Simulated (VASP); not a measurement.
```xyz
1
Lattice="-1.6451 1.6451 1.6451 1.6451 -1.6451 1.6451 1.6451 1.6451 -1.6451" Properties=species:S:1:pos:R:3 pbc="T T T"
Nb     0.0000     0.0000     0.0000
```

The numbers are results of PBE GGA with D4 dispersion, VASP's PBE PAW potentials (set 64) (plane waves; VASP), not measurements. Settings: 520 eV cut-off, Gaussian smearing of 0.050 eV, potentials Nb_sv.

**Question.** Estimate the band gap (along the path) with the smallest direct gap where there is one.

**Answer.** 
```
Item                                                         Result
-------------------------  ----------------------------------------
band gap (along the path)  none (metal, semimetal or under 0.01 eV)
```

The absolute energy has meaning only against runs of the same code, potentials and settings.

The compound is Nb in the bcc structure. It was relaxed first.
